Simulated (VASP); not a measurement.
# Band-edge properties of Tl2Se (Fm-3m)

The runs below take Tl2Se at its given cell and follow the band edges through several levels. The cell is generated by rule, not measured, and may not be a known phase.

Program: VASP 6.6.1. Level of theory: PBEsol; plane waves and PAW (Se, Tl_d), in the first sound run; inputs show where later runs differ. Results are calculated unless marked as measured.

The structure was built from a prototype and need not be the compound's stable phase.

## (1) Starting point

The structure is cubic, space group Fm-3m (No. 225). The conventional cell has a = 6.375 Å, b = 6.375 Å, c = 6.375 Å, α = 90.00°, β = 90.00°, γ = 90.00°. Nearest to Se lie 8 Tl at 2.76 Å. Nearest to Tl lie 4 Se at 2.76 Å. Farther neighbours and most contacts between anions are not listed.

As a file:

```xyz
3
Lattice="0.0000 3.1874 3.1874 3.1874 0.0000 3.1874 3.1874 3.1874 0.0000" Properties=species:S:1:pos:R:3 pbc="T T T"
Se    0.0000    0.0000    0.0000
Tl    1.5937    1.5937    1.5937
Tl    4.7812    4.7812    4.7812
```

## (2) Relaxation of the atoms

The cell is kept as given; the atoms are relaxed first, so that no residual force shifts the band edges.

INCAR reads:

```
SYSTEM = Tl2Se
PREC = Accurate
ENCUT = 400
EDIFF = 1E-06
NELM = 100
ISMEAR = 0
SIGMA = 0.02
LREAL = .FALSE.
ALGO = Normal
GGA = PS
NBANDS = 22
LORBIT = 11
LWAVE = .FALSE.
LCHARG = .FALSE.
KPAR = 4
IBRION = 2
NSW = 40
ISIF = 2
EDIFFG = -0.005
```

POSCAR reads:

```
Tl2Se
1.0
    0.0000000000      3.1874400000      3.1874400000
    3.1874400000      0.0000000000      3.1874400000
    3.1874400000      3.1874400000      0.0000000000
Se Tl
1 2
Direct
    0.0000000000      0.0000000000      0.0000000000
    0.2500000000      0.2500000000      0.2500000000
    0.7500000000      0.7500000000      0.7500000000
```

KPOINTS reads:

```
Automatic mesh
0
Gamma
8 8 8
0 0 0
```

PAW data sets: Se and Tl_d (PBE family, release 64).

On the command line:

```sh
mpirun -np 4 vasp_std
```

Output:

```text
[banner, memory and clock lines left out]
running    4 mpi-ranks, on    1 nodes
 distrk:  each k-point on    1 cores,    4 groups
 distr:  one band on    1 cores,    1 groups

 POSCAR found type information on POSCAR SeTl
 POSCAR found :  2 types and       3 ions
|                                                                             |
|               ----> ADVICE to this user running VASP <----                  |
|                                                                             |
|     You enforced a specific xc type in the INCAR file but a different       |
|     [... a line on the potential file left out ...]
|     I HOPE YOU KNOW WHAT YOU ARE DOING!                                     |
|                                                                             |

 LDA part: xc-table for (Slater+PW92), standard interpolation
 POSCAR, INCAR and KPOINTS ok, starting setup
 FFT: planning ... GRIDC
 FFT: planning ... GRID_SOFT
 FFT: planning ... GRID
 WAVECAR not read
 entering main loop
       N       E                     dE             d eps       ncg     rms          rms(c)
DAV:   1     0.145193662167E+03    0.14519E+03   -0.14635E+04  1276   0.113E+03
DAV:   2    -0.364654944244E+01   -0.14884E+03   -0.14199E+03  1468   0.265E+02
DAV:   3    -0.776995035056E+01   -0.41234E+01   -0.40666E+01  1522   0.378E+01
DAV:   4    -0.779956177284E+01   -0.29611E-01   -0.29592E-01  1396   0.362E+00
DAV:   5    -0.779995017092E+01   -0.38840E-03   -0.38838E-03  1512   0.411E-01    0.119E+01
DAV:   6    -0.758081317344E+01    0.21914E+00   -0.30539E-01  1408   0.504E+00    0.769E+00
DAV:   7    -0.756930630314E+01    0.11507E-01   -0.15316E-01  1456   0.266E+00    0.198E+00
DAV:   8    -0.756439845863E+01    0.49078E-02   -0.24135E-02  1354   0.125E+00    0.188E-01
DAV:   9    -0.756434544958E+01    0.53009E-04   -0.24439E-03  1408   0.319E-01    0.358E-02
DAV:  10    -0.756436485403E+01   -0.19404E-04   -0.16348E-04  1512   0.738E-02    0.232E-02
DAV:  11    -0.756436757806E+01   -0.27240E-05   -0.26515E-05  1450   0.426E-02    0.692E-03
DAV:  12    -0.756436740522E+01    0.17285E-06   -0.24100E-06  1372   0.109E-02
   1 F= -.75643674E+01 E0= -.75641928E+01  d E =-.756437E+01
 curvature:   0.00 expect dE= 0.000E+00 dE for cont linesearch  0.000E+00
 trial: gam= 0.00000 g(F)=  0.691E-49 g(S)=  0.000E+00 ort = 0.000E+00 (trialstep = 0.100E+01)
 search vector abs. value=  0.100E-09
 reached required accuracy - stopping structural energy minimisation
```

Elapsed: 7.8 s, on 4 MPI ranks of Intel Xeon 6975P-C (Granite Rapids), shared host; peak memory 0.68 GiB.

Lines that name or quote the potential files are left out of all logs, and their timing lines are given in words.

Parts of OUTCAR (step 2):

```text
ion  position               nearest neighbor table
   1  0.000  0.000  0.000-   3 2.76   3 2.76   3 2.76   2 2.76   3 2.76   2 2.76   2 2.76   2 2.76

  LATTYP: Found a face centered cubic cell.
 ALAT       =     6.3748800000

 Subroutine GETGRP returns: Found 48 space group operations
 (whereof 48 operations were pure point group operations)

The static configuration has the point symmetry O_h .

 Found     29 irreducible k-points:

   k-points           NKPTS =     29   k-points in BZ     NKDIM =     29   number of bands    NBANDS=     22

   dimension x,y,z NGX =    30 NGY =   30 NGZ =   30
   dimension x,y,z NGXF=    60 NGYF=   60 NGZF=   60

   ENCUT  =  400.0 eV  29.40 Ry    5.42 a.u.   7.35  7.35  7.35*2*pi/ulx,y,z

   NELECT =      32.0000    total number of electrons

 k-points in reciprocal lattice and weights: Automatic mesh
   0.00000000  0.00000000  0.00000000       0.002
   0.12500000  0.00000000  0.00000000       0.016
   0.25000000  0.00000000  0.00000000       0.016
   0.37500000  0.00000000  0.00000000       0.016
   0.50000000  0.00000000  0.00000000       0.008
   0.12500000  0.12500000  0.00000000       0.012
   0.25000000  0.12500000  0.00000000       0.047
   0.37500000  0.12500000  0.00000000       0.047
   0.50000000  0.12500000  0.00000000       0.047
[...]
-0.37500000  0.50000000  0.12500000       0.023
  -0.25000000  0.50000000  0.25000000       0.012

 average (electrostatic) potential at core
       1 -50.6541       2 -81.0668       3 -81.0668

 E-fermi :   8.9353

 k-point     1 :       0.0000    0.0000    0.0000
  band No.  band energies     occupation
    ...
     15       5.6844      2.00000
     16       6.9839      2.00000
     17       8.5903      2.00000
     18       8.5903      2.00000
     19       8.5903      2.00000
     20      14.5211      0.00000
     21      14.5211      0.00000
     22      14.5211      0.00000

 k-point     2 :       0.1250    0.0000    0.0000
  band No.  band energies     occupation
    ...
     14       5.4854      2.00000
     15       5.4854      2.00000
     16       6.6786      2.00000
     17       8.9331      1.12557
     18       8.9331      1.12555
     19      10.1811      0.00000
     20      13.9530      0.00000
     21      13.9530      0.00000
     22      13.9720      0.00000

 k-point     3 :       0.2500    0.0000    0.0000
  band No.  band energies     occupation
    ...
     12       1.1044      2.00000
     13       3.8012      2.00000
     14       5.1283      2.00000
     15       5.1283      2.00000
     16       7.7396      2.00000
     17       9.5514      0.00000
     18       9.5514      0.00000
     19      11.3565      0.00000
     20      13.5834      0.00000
     21      13.5834      0.00000
    ...

  Total       12.7337733     12.7337733     12.7337733      0.0000000     -0.0000000      0.0000000
  in kB      315.0007910    315.0007910    315.0007910      0.0000000     -0.0000000      0.0000000
  external PRESSURE =     315.0007910 kB  Pullay stress =       0.0000000 kB

  energy-cutoff  :      400.00
  volume of cell :       64.77
      direct lattice vectors                 reciprocal lattice vectors
     0.000000000  3.187440000  3.187440000    -0.156865698  0.156865698  0.156865698
     3.187440000  0.000000000  3.187440000     0.156865698 -0.156865698  0.156865698
     3.187440000  3.187440000  0.000000000     0.156865698  0.156865698 -0.156865698

 POSITION                                       TOTAL-FORCE (eV/Angst)
 -----------------------------------------------------------------------------------
      0.00000      0.00000      0.00000         0.000000     -0.000000     -0.000000
      1.59372      1.59372      1.59372        -0.000000     -0.000000     -0.000000
      4.78116      4.78116      4.78116         0.000000      0.000000      0.000000
 -----------------------------------------------------------------------------------
    total drift:                               -0.000000      0.000000      0.000000

  FREE ENERGIE OF THE ION-ELECTRON SYSTEM (eV)
  ---------------------------------------------------
  free  energy   TOTEN  =        -7.5643674052 eV

  energy  without entropy=       -7.5640182648  energy(sigma->0) =       -7.56419284

 reached required accuracy - stopping structural energy minimisation

 total charge
# of ion       s       p       d       tot
------------------------------------------
    1        1.547   2.291   0.086   3.923
    2        1.230   0.524   9.673  11.427
    3        1.230   0.524   9.673  11.427
--------------------------------------------------
tot          4.007   3.338  19.432  26.777

[... 3 further parts left out ...]
```

CONTCAR:

```
Tl2Se
   1.00000000000000
     0.0000000000000000    3.1874400000000001    3.1874400000000001
     3.1874400000000001    0.0000000000000000    3.1874400000000001
     3.1874400000000001    3.1874400000000001    0.0000000000000000
  Se              Tl
     1     2
Direct
     0.0000000000000000    0.0000000000000000    0.0000000000000000
     0.2500000000000000    0.2500000000000000    0.2500000000000000
     0.7500000000000000    0.7500000000000000    0.7500000000000000
```

The PAW data sets were made with PBE, which is usual practice but a small mismatch for other functionals. The run keeps the 48 symmetry operations of its start, so it cannot find a distortion of lower symmetry.

The forces vanish from the start, and no atom moves.

This step gave:

```
SCF cycles              : 12
electrons               : 32
bands                   : 22
irreducible k-points    : 29
symmetry operations     : 48
free energy (TOTEN)     : -7.564 eV
energy at zero smearing : -7.564 eV
Fermi energy            : 8.935 eV
pressure                : 31.50 GPa
metallic                : yes
```

## (3) Bands on a dense mesh

A dense even mesh and a path are solved together, since either alone can miss a band edge.

Edit INCAR of step 2 so:

```diff
@@ -10,3 +10,3 @@
 GGA = PS
-NBANDS = 22
+NBANDS = 29
 LORBIT = 11
@@ -15,5 +15,2 @@
 KPAR = 4
-IBRION = 2
-NSW = 40
 ISIF = 2
-EDIFFG = -0.005
```

POSCAR is that of step 2.

KPOINTS reads:

```
Automatic mesh
0
Gamma
12 12 12
0 0 0
```

KPOINTS_OPT reads:

```
Line mode
24
Line-mode
Reciprocal
  0.00000000   0.00000000   0.00000000 GAMMA
  0.50000000   0.00000000   0.50000000 X

  0.50000000   0.00000000   0.50000000 X
  0.50000000   0.25000000   0.75000000 W

  0.50000000   0.25000000   0.75000000 W
  0.37500000   0.37500000   0.75000000 K

  0.37500000   0.37500000   0.75000000 K
  0.00000000   0.00000000   0.00000000 GAMMA

  0.00000000   0.00000000   0.00000000 GAMMA
  0.50000000   0.50000000   0.50000000 L

  0.50000000   0.50000000   0.50000000 L
  0.62500000   0.25000000   0.62500000 U

  0.62500000   0.25000000   0.62500000 U
  0.50000000   0.25000000   0.75000000 W

  0.50000000   0.25000000   0.75000000 W
  0.50000000   0.50000000   0.50000000 L

  0.50000000   0.50000000   0.50000000 L
  0.37500000   0.37500000   0.75000000 K

  0.62500000   0.25000000   0.62500000 U
  0.50000000   0.00000000   0.50000000 X
```

On the command line:

```sh
mpirun -np 4 vasp_std
```

Output:

```text
[banner, memory and clock lines left out]
running    4 mpi-ranks, on    1 nodes
 distrk:  each k-point on    1 cores,    4 groups
 distr:  one band on    1 cores,    1 groups

 POSCAR found type information on POSCAR SeTl
 POSCAR found :  2 types and       3 ions
 [... a notice as in an earlier step ...]

 LDA part: xc-table for (Slater+PW92), standard interpolation
 POSCAR, INCAR and KPOINTS ok, starting setup
 FFT: planning ... GRIDC
 FFT: planning ... GRID_SOFT
 FFT: planning ... GRID
 WAVECAR not read
 entering main loop
       N       E                     dE             d eps       ncg     rms          rms(c)
DAV:   1     0.156928896329E+03    0.15693E+03   -0.13933E+04  4192   0.857E+02
DAV:   2    -0.308817745244E+01   -0.16002E+03   -0.15230E+03  4840   0.235E+02
DAV:   3    -0.777344699002E+01   -0.46853E+01   -0.46375E+01  4924   0.346E+01
DAV:   4    -0.780180765340E+01   -0.28361E-01   -0.28355E-01  4730   0.307E+00
DAV:   5    -0.780217930393E+01   -0.37165E-03   -0.37165E-03  4804   0.343E-01    0.118E+01
DAV:   6    -0.758308912411E+01    0.21909E+00   -0.16687E-01  4496   0.384E+00    0.757E+00
DAV:   7    -0.756993589008E+01    0.13153E-01   -0.10706E-01  4769   0.200E+00    0.215E+00
DAV:   8    -0.756591013190E+01    0.40258E-02   -0.14083E-02  4521   0.872E-01    0.116E-01
DAV:   9    -0.756589404267E+01    0.16089E-04   -0.13620E-03  4756   0.186E-01    0.406E-02
DAV:  10    -0.756590594045E+01   -0.11898E-04   -0.87803E-05  5048   0.490E-02    0.215E-02
DAV:  11    -0.756590715167E+01   -0.12112E-05   -0.11394E-05  4671   0.239E-02    0.659E-03
DAV:  12    -0.756590736663E+01   -0.21496E-06   -0.13333E-06  4652   0.503E-03
   1 F= -.75659074E+01 E0= -.75658237E+01  d E =-.167386E-03
 Start KPOINTS_OPT (optional k-point list driver)
k-point batch [1-72\240]
       N       E                     dE             ncg
DAV:   1     0.893801777813E+04   -0.47095E+05     4208
DAV:   2    -0.253755963689E+04   -0.11476E+05     4849
DAV:   3    -0.287534620027E+04   -0.33779E+03     4996
DAV:   4    -0.287758030349E+04   -0.22341E+01     4763
DAV:   5    -0.287761247620E+04   -0.32173E-01     4796
DAV:   6    -0.287761315804E+04   -0.68184E-03     4768
DAV:   7    -0.287761317460E+04   -0.16558E-04     4533
DAV:   8    -0.287761317514E+04   -0.53440E-06     3226
[...]
k-point batch [217-240\240]
       N       E                     dE             ncg
DAV:   1     0.433282487291E+05   -0.19397E+05     1392
DAV:   2     0.395326745955E+05   -0.37956E+04     1667
DAV:   3     0.394270652245E+05   -0.10561E+03     1614
DAV:   4     0.394263632189E+05   -0.70201E+00     1618
DAV:   5     0.394263527613E+05   -0.10458E-01     1598
DAV:   6     0.394263525382E+05   -0.22304E-03     1666
DAV:   7     0.394263525327E+05   -0.54818E-05     1568
DAV:   8     0.394263525326E+05   -0.14995E-06     1065
```

Elapsed: 47 s, on 4 MPI ranks; peak memory 1.1 GiB.

From OUTCAR (step 3):

```text
The static configuration has the point symmetry O_h .

 Found     72 irreducible k-points:

   k-points           NKPTS =     72   k-points in BZ     NKDIM =     72   number of bands    NBANDS=     29

   NELECT =      32.0000    total number of electrons

 E-fermi :   8.9198

 k-point     1 :       0.0000    0.0000    0.0000
  band No.  band energies     occupation
    ...
     15       5.6849      2.00000
     16       6.9843      2.00000
     17       8.5905      2.00000
     18       8.5905      2.00000
     19       8.5905      2.00000
     20      14.5212      0.00000
     21      14.5212      0.00000
     22      14.5212      0.00000
     23      16.2148      0.00000
     24      16.2148      0.00000
    ...

 k-point     2 :       0.0833    0.0000    0.0000
  band No.  band energies     occupation
    ...
     14       5.5885      2.00000
     15       5.5885      2.00000
     16       6.5977      2.00000
     17       8.7544      2.00000
     18       8.7544      2.00000
     19       9.5078      0.00000
     20      14.1682      0.00000
     21      14.1980      0.00000
     22      14.1980      0.00000
     23      16.7064      0.00000
    ...

  Total       12.7849197     12.7849197     12.7849197      0.0000000     -0.0000000     -0.0000000
  in kB      316.2660216    316.2660216    316.2660216      0.0000000     -0.0000000     -0.0000000
  external PRESSURE =     316.2660216 kB  Pullay stress =       0.0000000 kB

 POSITION                                       TOTAL-FORCE (eV/Angst)
 -----------------------------------------------------------------------------------
      0.00000      0.00000      0.00000        -0.000000      0.000000      0.000000
      1.59372      1.59372      1.59372         0.000000      0.000000      0.000000
      4.78116      4.78116      4.78116        -0.000000     -0.000000     -0.000000
 -----------------------------------------------------------------------------------
    total drift:                               -0.000000      0.000000      0.000000

  FREE ENERGIE OF THE ION-ELECTRON SYSTEM (eV)
  ---------------------------------------------------
  free  energy   TOTEN  =        -7.5659073666 eV

  energy  without entropy=       -7.5657399803  energy(sigma->0) =       -7.56582367

 total charge
# of ion       s       p       d       tot
------------------------------------------
    1        1.547   2.292   0.085   3.924
    2        1.233   0.522   9.673  11.428
    3        1.233   0.522   9.673  11.428
--------------------------------------------------
tot          4.012   3.335  19.432  26.779

[... 6 parts as in an earlier step ...]

[... 6 further parts left out ...]
```

Numbers from this step:

```
bands                   : 29
irreducible k-points    : 72
free energy (TOTEN)     : -7.566 eV
energy at zero smearing : -7.566 eV
Fermi energy            : 8.920 eV
pressure                : 31.63 GPa
```

Electronic bands along the path, in eV, zero at the Fermi level; # counts the bands kept, so #1 is VASP's band 12:

```
          point     #2     #3     #4     #5     #6     #7     #8    #9
              Γ  -3.23  -3.23  -3.23  -1.94  -0.33  -0.33  -0.33  5.60
0.48 of the way  -4.71  -4.71  -4.28  -2.03   1.51   1.51   1.88  4.61
              X  -5.91  -5.91  -5.15  -1.89   1.55   4.56   4.56  6.40
0.48 of the way  -7.22  -6.16  -3.43  -1.19   0.87   3.08   4.73  5.99
              W  -8.35  -6.41  -1.06  -1.06   0.30   1.13   5.25  5.25
0.48 of the way  -8.11  -6.04  -2.40  -0.09   0.07   1.87   4.59  5.19
              K  -8.10  -5.39  -3.43  -0.03   0.40   2.83   3.69  4.98
0.48 of the way  -6.57  -3.89  -2.94  -1.84   0.85   1.48   3.34  4.42
              Γ  -3.23  -3.23  -3.23  -1.94  -0.33  -0.33  -0.33  5.60
0.48 of the way  -5.03  -3.76  -3.76  -1.30   0.58   0.58   2.41  4.66
              L  -5.91  -4.15  -4.15   0.86   0.98   0.98   2.73  5.69
0.48 of the way  -7.09  -4.64  -3.22  -0.61   1.63   1.91   3.33  4.76
              U  -8.10  -5.39  -3.43  -0.03   0.40   2.83   3.69  4.98
0.48 of the way  -8.11  -5.98  -2.53  -0.02   0.06   1.97   4.51  5.17
              W  -8.35  -6.41  -1.06  -1.06   0.30   1.13   5.25  5.25
0.48 of the way  -7.45  -5.13  -2.59  -0.93   1.56   2.09   3.02  5.16
              L  -5.91  -4.15  -4.15   0.86   0.98   0.98   2.73  5.69
0.48 of the way  -7.09  -4.64  -3.22  -0.61   1.63   1.91   3.33  4.76
              K  -8.10  -5.39  -3.43  -0.03   0.40   2.83   3.69  4.98
      jump to U  -8.10  -5.39  -3.43  -0.03   0.40   2.83   3.69  4.98
0.48 of the way  -7.05  -5.76  -4.13  -1.40   1.17   3.88   4.21  5.95
              X  -5.91  -5.91  -5.15  -1.89   1.55   4.56   4.56  6.40
```

Of the projections kept (Se, Tl), the largest for each band there; the rest of the weight can lie on other orbitals:

```
point       #2       #3       #4       #5       #6       #7       #8       #9
    Γ  Se 0.75  Se 0.75  Se 0.75  Tl 1.00  Tl 0.89  Tl 0.89  Tl 0.89  Tl 0.99
    X  Se 0.60  Se 0.60  Tl 0.97  Tl 0.75  Se 0.68  Se 0.52  Se 0.52  Tl 0.75
    W  Tl 0.79  Se 0.57  Tl 0.57  Tl 0.57  Tl 0.76  Se 0.60  Tl 0.58  Tl 0.58
    K  Tl 0.71  Se 0.61  Tl 0.77  Tl 0.63  Se 0.57  Tl 0.55  Tl 0.51  Tl 0.83
    Γ  Se 0.75  Se 0.75  Se 0.75  Tl 1.00  Tl 0.89  Tl 0.89  Tl 0.89  Tl 0.99
    L  Tl 0.80  Se 0.67  Se 0.67  Tl 0.60  Tl 0.88  Tl 0.88  Se 0.56  Tl 0.82
```

At 31.6 GPa the cell is away from the equilibrium volume of this level: left free, it would expand.

(Continued in part 2 of 3.)

[Lines on the potential files, build, host, timing and source positions are cut from VASP's logs without a mark.]

[Logs are printed without paths, hosts, clocks, repeated set-up lines and the standing remarks that a program may print on its own settings, such as how far it seeks lower states.]

[Hosts, paths, dates, database ids (printed as entryN), source tags and the programs' standing remarks are cut or masked in the printed files.]

[In band tables of VASP the shares of atoms and orbitals are scaled to a sum of 1 inside the atoms' spheres.]

[Gaps and slopes under strain along one axis are those of the sampled path and mesh points; where strain splits equal valleys, another of them can be the edge.]
